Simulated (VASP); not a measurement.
An input for Ansatz (written as the equivalent of a VASP run, and not itself run):

Ansatz 0.2 input:
```yaml
crystal:
  lattice:
    - [3.0282530, 0.0000000, 0.0000000]
    - [-1.5141260, 2.6225440, 0.0000000]
    - [0.0000000, 0.0000000, 19.8056320]
  atoms:
    - { symbol: Si, position: [0.3333330, 0.6666670, 0.8752000] }
    - { symbol: Si, position: [0.6666670, 0.3333330, 0.3752000] }
    - { symbol: Si, position: [0.3333330, 0.6666670, 0.6249900] }
    - { symbol: Si, position: [0.6666670, 0.3333330, 0.1249900] }
    - { symbol: Si, position: [0.0000000, 0.0000000, 0.0000900] }
    - { symbol: Si, position: [0.0000000, 0.0000000, 0.5000900] }
    - { symbol: Si, position: [0.6666670, 0.3333330, 0.7501000] }
    - { symbol: Si, position: [0.3333330, 0.6666670, 0.2501000] }
    - { symbol: C, position: [0.3333330, 0.6666670, 0.3441300] }
    - { symbol: C, position: [0.6666670, 0.3333330, 0.8441300] }
    - { symbol: C, position: [0.6666670, 0.3333330, 0.2187200] }
    - { symbol: C, position: [0.3333330, 0.6666670, 0.7187200] }
    - { symbol: C, position: [0.0000000, 0.0000000, 0.5938500] }
    - { symbol: C, position: [0.0000000, 0.0000000, 0.0938500] }
    - { symbol: C, position: [0.3333330, 0.6666670, 0.9689300] }
    - { symbol: C, position: [0.6666670, 0.3333330, 0.4689300] }
kpoints:
  mp_grid: { grid: [9, 9, 2] }
hamiltonian:
  xc: pbe
  pseudopotentials: { kind: paw }
scf:
  occupations: { method: gaussian, width: 0.01 }
  max_iter: 100
output: { forces: true, stress: true, eigenvalues: true }
```

**Question.** Translate this input to VASP (INCAR, KPOINTS, POSCAR, choice of POTCAR).

**Answer.** Several could match; the one computed here: 
INCAR:
```
# general
SYSTEM = SiC
PREC   = Accurate
ENCUT  = 560
LREAL  = Auto
LASPH  = .TRUE.   # aspherical one-centre terms

# electronic loop
EDIFF  = 1E-09   # SCF stop (eV)
NELM   = 100   # most electronic steps
ALGO   = Normal

# smearing
ISMEAR = 0
SIGMA  = 0.01

# functional
GGA    = PE

# ions
ISIF   = 2

# output
LWAVE  = .FALSE.
LCHARG = .FALSE.
```

### KPOINTS
```
K-points
0
Gamma
 9 9 2
```

**POSCAR**
```
SiC
1
    3.0282530000     0.0000000000     0.0000000000
   -1.5141260000     2.6225440000     0.0000000000
    0.0000000000     0.0000000000    19.8056320000
Si C
8 8
Direct
  0.3333330000   0.6666670000   0.8752000000
  0.6666670000   0.3333330000   0.3752000000
  0.3333330000   0.6666670000   0.6249900000
  0.6666670000   0.3333330000   0.1249900000
  0.0000000000   0.0000000000   0.0000900000
  0.0000000000   0.0000000000   0.5000900000
  0.6666670000   0.3333330000   0.7501000000
  0.3333330000   0.6666670000   0.2501000000
  0.3333330000   0.6666670000   0.3441300000
  0.6666670000   0.3333330000   0.8441300000
  0.6666670000   0.3333330000   0.2187200000
  0.3333330000   0.6666670000   0.7187200000
  0.0000000000   0.0000000000   0.5938500000
  0.0000000000   0.0000000000   0.0938500000
  0.3333330000   0.6666670000   0.9689300000
  0.6666670000   0.3333330000   0.4689300000
```

POTCAR, in this order: Si C (PBE.64 set). Program: vasp_std.

What does not carry over: each code has its own PAW files, so the cut-off isn't converted (ENCUT is set for VASP's; basis.ecutwfc is left out, and Ansatz then takes the one that its files recommend); Ansatz stops its SCF on the density residual and VASP on the energy change (EDIFF).

The structure comes from a computed database's SiC entry; how it stands against other phases isn't given here. The cell was not relaxed at this level. The run is one of a series of settings (EDIFF = 1E-09, ENCUT = 560, KPOINTS 9×9×2 Γ-centred mesh against the base run), some of them coarse on purpose.
